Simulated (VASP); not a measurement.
Calculation: r2SCAN meta-GGA, VASP's PBE PAW potentials (set 64) (plane waves; VASP).

Input for VASP

### POSCAR
```
Tm
1
    1.7782148902    -3.0799586082     0.0000000000
    1.7782148902     3.0799586082     0.0000000000
    0.0000000000     0.0000000000     5.5222684506
Tm
2
Direct
  0.3333330000   0.6666670000   0.2500000000
  0.6666670000   0.3333330000   0.7500000000
```

**INCAR**
```
ALGO=Normal
EDIFF=1E-8
EDIFFG=-0.001
ENCUT=400
IBRION=1
ISIF=2
ISMEAR=1
LASPH=T
LCHARG=F
LMAXMIX=6
LMIXTAU=T
LREAL=F
LWAVE=F
METAGGA=R2SCAN
NELM=100
NSW=30
PREC=Accurate
SIGMA=0.1
SYSTEM=Tm
```

KPOINTS:
```
Automatic mesh
0
Gamma
11 11 6
0 0 0
```

POTCAR, in this order: Tm_3 (PBE.64 set). Program: vasp_std.

The 4f electrons are frozen in the core of the lanthanide potential, so 4f levels, which can set the real gap, and their magnetism are missing.

Question: What does the run give for the energy per atom (σ→0), band gap (on the k-mesh)?

Answer: 
```json
{
  "energy per atom (σ→0)": "-35.118 eV/atom",
  "band gap (on the k-mesh)": "none (metal, semimetal or under 0.01 eV)"
}
```

### OSZICAR
```
...
DAV:  27    -0.702346362032E+02   -0.11851E-06   -0.12061E-08  1008   0.112E-03    0.142E-03
DAV:  28    -0.702346362741E+02   -0.70884E-07   -0.36071E-09   917   0.741E-04    0.335E-04
DAV:  29    -0.702346361263E+02    0.14779E-06   -0.16560E-09   892   0.606E-04    0.173E-04
DAV:  30    -0.702346360216E+02    0.10466E-06   -0.64919E-10   892   0.368E-04    0.507E-05
DAV:  31    -0.702346360572E+02   -0.35596E-07   -0.31720E-10   892   0.284E-04    0.747E-05
DAV:  32    -0.702346360148E+02    0.42476E-07   -0.14858E-10   892   0.175E-04    0.456E-05
DAV:  33    -0.702346360103E+02    0.44940E-08   -0.54176E-11   877   0.132E-04
   1 F= -.70234636E+02 E0= -.70235392E+02  d E =-.702346E+02
```

The compound is Tm in the hcp structure. It was relaxed first. The start is the result of an earlier pass.
